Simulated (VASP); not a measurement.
OSZICAR of a VASP run on Tl:

File OSZICAR:
```
       N       E                     dE             d eps       ncg     rms          rms(c)
DAV:   1     0.499897808500E+03    0.49990E+03   -0.59820E+04  2362   0.890E+02
DAV:   2    -0.646774643545E+01   -0.50637E+03   -0.48964E+03  1825   0.193E+02
DAV:   3    -0.315735579182E+02   -0.25106E+02   -0.24575E+02  1871   0.315E+01
DAV:   4    -0.322638692634E+02   -0.69031E+00   -0.68681E+00  1900   0.448E+00
DAV:   5    -0.323006946857E+02   -0.36825E-01   -0.36815E-01  2048   0.107E+00    0.540E+00
DAV:   6    -0.316946333403E+02    0.60606E+00   -0.11001E+00  1780   0.586E+00    0.344E+00
DAV:   7    -0.316173207219E+02    0.77313E-01   -0.46287E-01  1844   0.285E+00    0.172E+00
DAV:   8    -0.316199710057E+02   -0.26503E-02   -0.31858E-01  1853   0.349E+00    0.711E-01
DAV:   9    -0.315831869960E+02    0.36784E-01   -0.18142E-01  1848   0.237E+00    0.243E-01
DAV:  10    -0.315819070345E+02    0.12800E-02   -0.17220E-02  1813   0.673E-01    0.132E-01
DAV:  11    -0.315825201891E+02   -0.61315E-03   -0.36211E-03  1836   0.225E-01    0.687E-02
DAV:  12    -0.315831876099E+02   -0.66742E-03   -0.56328E-04  1792   0.131E-01    0.373E-02
DAV:  13    -0.315841516767E+02   -0.96407E-03   -0.47308E-04  1765   0.496E-02    0.320E-02
DAV:  14    -0.315852638662E+02   -0.11122E-02   -0.34506E-04  1748   0.410E-02    0.162E-02
DAV:  15    -0.315854319295E+02   -0.16806E-03   -0.39480E-05  1895   0.275E-02    0.854E-03
DAV:  16    -0.315857671630E+02   -0.33523E-03   -0.66571E-05  1761   0.198E-02    0.562E-03
DAV:  17    -0.315859198675E+02   -0.15270E-03   -0.11942E-05  1295   0.132E-02    0.304E-03
DAV:  18    -0.315860479824E+02   -0.12811E-03   -0.18230E-05  1259   0.732E-03    0.192E-03
DAV:  19    -0.315861288087E+02   -0.80826E-04   -0.57458E-06  1174   0.585E-03    0.119E-03
DAV:  20    -0.315861690517E+02   -0.40243E-04   -0.19576E-06  1133   0.198E-03    0.708E-04
DAV:  21    -0.315861931555E+02   -0.24104E-04   -0.16089E-06  1100   0.177E-03    0.434E-04
DAV:  22    -0.315862003862E+02   -0.72307E-05   -0.36283E-07  1096   0.132E-03    0.178E-04
DAV:  23    -0.315862041258E+02   -0.37396E-05   -0.22374E-07  1048   0.450E-04    0.985E-05
DAV:  24    -0.315862053528E+02   -0.12271E-05   -0.60429E-08  1117   0.395E-04    0.497E-05
DAV:  25    -0.315862058124E+02   -0.45952E-06   -0.32955E-08  1034   0.219E-04
   1 F= -.31586206E+02 E0= -.31579508E+02  d E =-.133962E-01
```

### Question
Which electronic solver shows in the log?

### Answer
It is blocked Davidson (ALGO = Normal, or the opening steps of other solvers). The INCAR had ALGO = Normal.

### Question
Can the final energy be trusted as converged?

### Answer
The calculation finished and met its thresholds. It stopped with EDIFF = 1E-6, NELM = 100 (LDA (Ceperley-Alder, Perdew-Zunger), plane waves, VASP's LDA PAW potentials (set 64)).  The cell holds a wide vacuum, so values per volume refer to the whole cell.

The cell is a sheet with vacuum, built from a database entry that may be metastable or hypothetical.
